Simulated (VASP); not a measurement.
VASP input:

**KPOINTS**
```
Automatic
0
G
 12 12 12
```

INCAR:
```
SYSTEM=TiO2
EDIFF=1E-6
LMAXMIX=4
ISIF=2   # forces and stress, cell fixed
LWAVE=.False.
LDAUTYPE=2
PREC=Accurate
ENCUT=400   # plane-wave cut-off (eV)
SIGMA=0.01
LREAL=.False.   # projection in real space or not
GGA=PE   # PBE
LASPH=.True.   # aspherical one-centre terms
LDAUL=2 -1
LDAUU=4.0 0
LDAUJ=0 0
ISMEAR=0
LCHARG=.False.
LDAU=.True.
NELM=100   # most electronic steps
ALGO=Normal   # blocked Davidson
```

POSCAR:
```
TiO2
1
   -1.8912700000     1.8912700000     4.8075100000
    1.8912700000    -1.8912700000     4.8075100000
    1.8912700000     1.8912700000    -4.8075100000
Ti O
2 4
Direct
  0.0000000000   0.0000000000   0.0000000000
  0.7500000000   0.2500000000   0.5000000000
  0.9571500000   0.4571500000   0.5000000000
  0.2071500000   0.2071500000   0.0000000000
  0.7928500000   0.7928500000   0.0000000000
  0.5428500000   0.0428500000   0.5000000000
```

POTCAR, in this order: Ti_sv O (PBE.64 set). Program: vasp_std.

Question: Translate this PBE+U calculation to Ansatz.

Answer: One equivalent input (not run):
Ansatz 0.2 input:
```yaml
crystal:
  lattice:
    - [-1.8912700, 1.8912700, 4.8075100]
    - [1.8912700, -1.8912700, 4.8075100]
    - [1.8912700, 1.8912700, -4.8075100]
  atoms:
    - { symbol: Ti, position: [0.0000000, 0.0000000, 0.0000000] }
    - { symbol: Ti, position: [0.7500000, 0.2500000, 0.5000000] }
    - { symbol: O, position: [0.9571500, 0.4571500, 0.5000000] }
    - { symbol: O, position: [0.2071500, 0.2071500, 0.0000000] }
    - { symbol: O, position: [0.7928500, 0.7928500, 0.0000000] }
    - { symbol: O, position: [0.5428500, 0.0428500, 0.5000000] }
kpoints:
  mp_grid: { grid: [12, 12, 12] }
hamiltonian:
  xc: pbe
  pseudopotentials: { kind: paw }
  hubbard:
    sites:
      - { species: Ti, l: d, u_eff: 4 }
scf:
  occupations: { method: gaussian, width: 0.01 }
  max_iter: 100
output: { forces: true, stress: true, eigenvalues: true }
```
The two are equivalent in intent, not identical: each code has its own PAW files, so the cut-off isn't converted (ENCUT is set for VASP's; basis.ecutwfc is left out, and Ansatz then takes the one that its files recommend); Ansatz stops its SCF on the density residual and VASP on the energy change (EDIFF); the +U projectors differ, so the same U acts differently.

The structure comes from a computed database's TiO2 entry; how it stands against other phases isn't given here. The cell was not relaxed at this level. The run is one of a series of settings (LDAU = .TRUE., LDAUJ = 0 0, LDAUL = 2 -1, LDAUTYPE = 2, LDAUU = 4.0 0 against the base run), some of them coarse on purpose.
